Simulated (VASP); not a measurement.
Level of theory: PBE GGA, VASP's PBE PAW potentials (set 64) (plane waves; VASP).

A VASP calculation is set up with these files.

POSCAR:
```
Cu31Sn
1.0
  7.2630069020   0.0000000000   0.0000000000
  0.0000000000   7.2630069020   0.0000000000
  0.0000000000   0.0000000000   7.2630069020
Cu Sn
31 1
Cart
  3.6355294091   7.2594919945   0.0033561817
  5.4631840285   1.8032153885   0.0018768082
  5.4622698752   7.2611644093   1.8069614876
  0.0044942971   7.2610939785   0.0031297364
  1.8071747513   1.8040764281   0.0036155183
  3.6358729217   3.6313476893   0.0029932159
  5.4623974274   5.4566955995   0.0037324796
  1.8086319393   7.2623878745   1.8066453718
  3.6346341512   1.7570191544   1.7604248909
  5.5077162815   3.6318130265   1.7614503592
  3.6356962004   0.0003452136   3.6356159936
  5.5066632174   1.7571171643   3.6361560308
  5.4619625505   7.2611594814   5.4627085928
  0.0051166889   3.6305158004   0.0036175229
  1.8085718299   5.4574202987   0.0033061258
  0.0044779372   1.8019956180   1.8074926059
  1.7634254417   3.6289790775   1.7629988119
  3.6354027045   5.5033006406   1.7648339399
  0.0050773422   7.2610475759   3.6347623288
  1.7646993513   1.7577077361   3.6339420535
  5.5085737638   5.5022389793   3.6338444147
  1.8085081697   7.2615006844   5.4620233593
  3.6362158526   1.7587923645   5.5090148178
  5.5090278963   3.6317996386   5.5061961749
  0.0042643554   5.4574835616   1.8078994621
  0.0029673668   3.6292145776   3.6340139754
  1.7633793187   5.5021090056   3.6346783757
  0.0036639894   1.8004649023   5.4609005086
  1.7633577410   3.6321818638   5.5073952879
  3.6331346337   5.5008318240   5.5056047606
  0.0046116012   5.4569155742   5.4608868955
  3.6369709482   3.6270346035   3.6355706237
```

### INCAR
```
SYSTEM = Cu31Sn
PREC = Normal
ENCUT = 400
EDIFF = 1E-5
NELM = 100
ALGO = Fast
LREAL = Auto
LASPH = .TRUE.
ISMEAR = 1
SIGMA = 0.1
GGA = PE
LMAXMIX = 4
LWAVE = .FALSE.
LCHARG = .FALSE.
NELMIN = 4
ISYM = 0
IBRION = 2
ISIF = 2
NSW = 120
EDIFFG = -0.03
```

**KPOINTS**
```
Automatic mesh
0
Gamma
3 3 3
0 0 0
```

POTCAR, in this order: Cu Sn (PBE.64 set). Program: vasp_std.

Problem. What will the output report for the number of irreducible k-points (NKPTS), largest plane-wave count, FFT grid (NGX, NGY, NGZ)?

Solution. 
The number of irreducible k-points (NKPTS) comes out as 14 and the largest plane-wave count comes out as 6979. The FFT grid (NGX, NGY, NGZ) is 36 × 36 × 36.

The cell is a supercell with a defect, built from Cu (fcc): Sn_Cu. The run is not spin-polarised, so no state with unpaired spins was tried.
